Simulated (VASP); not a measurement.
Method: r2SCAN+rVV10, VASP's PBE PAW potentials (set 64) (plane waves; VASP 6.6.1).

VASP input:

INCAR:
```
ALGO = Normal
BPARAM = 11.95
CPARAM = 0.0093
EDIFF = 1E-6
EDIFFG = -0.01
ENCUT = 520
IBRION = 2
ISIF = 3
ISMEAR = 0
LASPH = T
LCHARG = F
LMAXMIX = 4
LMIXTAU = T
LREAL = F
LUSE_VDW = T
LWAVE = F
METAGGA = R2SCAN
NELM = 100
NSW = 60
PREC = Accurate
SIGMA = 0.05
SYSTEM = CdTe
```

### KPOINTS
```
Automatic mesh
0
Gamma
6 6 6
0 0 0
```

File POSCAR:
```
CdTe
1
    0.0000000000     3.2650464713     3.2650464713
    3.2650464713    -0.0000000000     3.2650464713
    3.2650464713     3.2650464713    -0.0000000000
Cd Te
1 1
Direct
  0.0000000000   0.0000000000   0.0000000000
  0.2500000000   0.2500000000   0.2500000000
```

POTCAR, in this order: Cd Te (PBE.64 set). Program: vasp_std.

### Question
What will the output report for the number of irreducible k-points (NKPTS), largest plane-wave count, number of space-group operations, FFT grid (NGX, NGY, NGZ)?

### Answer

- number of irreducible k-points (NKPTS): 16
- largest plane-wave count: 1895
- number of space-group operations: 24
- FFT grid (NGX, NGY, NGZ): 36 × 36 × 36

The compound is CdTe in the zinc blende structure. It was relaxed first. The start is the result of an earlier pass.
